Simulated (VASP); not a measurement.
Input:

```xyz
3
Lattice="0.0000 2.7591 2.7591 2.7591 0.0000 2.7591 2.7591 2.7591 0.0000" Properties=species:S:1:pos:R:3 pbc="T T T"
Ce     0.0000     0.0000     0.0000
O      1.3795     1.3795     1.3796
O      4.1387     4.1387     4.1387
```

Level of theory: PBE GGA, VASP's PBE PAW potentials (set 64) (plane waves; VASP 6.6.1). Numerical set-up: 520 eV cut-off, 6×6×6 Γ-centred mesh, tetrahedra with Blöchl corrections, potentials Ce O.

Task: Give the stress tensor in GPa (positive for a compressed cell).

Result: 
```
-4.85   0.00   0.00
 0.00  -4.85   0.00
 0.00   0.00  -4.85
```
The pressure is its mean diagonal, -4.85 GPa.

The compound is CeO2 in the fluorite structure. The cell was not relaxed at this level. The run is one of a series of settings (ISMEAR = -5, SIGMA removed against the base run), some of them coarse on purpose. The run is not spin-polarised, so no magnetic state was tried.
